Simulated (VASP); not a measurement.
Input:

```
CoGa
1.0
    2.83731    -0.01419     0.00000
   -0.01419     2.83731     0.00000
    0.00000     0.00000     2.83731
Ga Co
1 1
Cartesian
  1.41156   1.41156   1.41865
  0.00000   0.00000   0.00000
```

These are PBEsol GGA, VASP's PBE PAW potentials (set 64) (plane waves; VASP) values and carry that method's errors. Settings: 480 eV cut-off, 12×12×12 Γ-centred mesh, first-order Methfessel-Paxton smearing of 0.10 eV, potentials Ga_d Co.

Q: Predict the energy per atom (σ→0), band gap (on the k-mesh) with the smallest direct gap where there is one.

A: 
The band gap (on the k-mesh) is none (metal, semimetal or under 0.01 eV) and the energy per atom (σ→0) is -5.887 eV/atom.

Total energies compare only between runs with the same potentials, cut-off and functional.

The compound is CoGa in the CsCl type structure. This cell was strained or had an atom moved on purpose. The run is not spin-polarised, so no magnetic state was tried.
